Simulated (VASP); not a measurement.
Given:

```xyz
4
Lattice="4.6520 0.0000 0.0000 0.0000 4.7958 0.0000 0.0000 0.0000 4.7958" Properties=species:S:1:pos:R:3 pbc="T T T"
Dy     0.0000     0.0000     0.0000
Pb     0.0000     2.3979     2.3979
Pb     2.3260     0.0000     2.3979
Pb     2.3260     2.3979     0.0000
```

All values below come from PBEsol GGA, VASP's PBE PAW potentials (set 64) (plane waves; VASP). Run with 480 eV cut-off, 6×6×6 Γ-centred mesh, first-order Methfessel-Paxton smearing of 0.10 eV, potentials Dy_3 Pb_d.

The 4f electrons are frozen in the core of the lanthanide potential, so 4f levels, which can set the real gap, and their magnetism are missing.

### Question
Give the stress tensor in GPa (positive for a compressed cell).

### Answer

```
2.43  0.00  0.00
0.00  1.59  0.00
0.00  0.00  1.59
```
The pressure is its mean diagonal, 1.87 GPa.

The structure comes from a computed database's DyPb3 entry (Pm-3m); how it stands against other phases isn't given here. This cell was strained or had an atom moved on purpose. The electron count is odd and the run is not spin-polarised, which forces a metal.
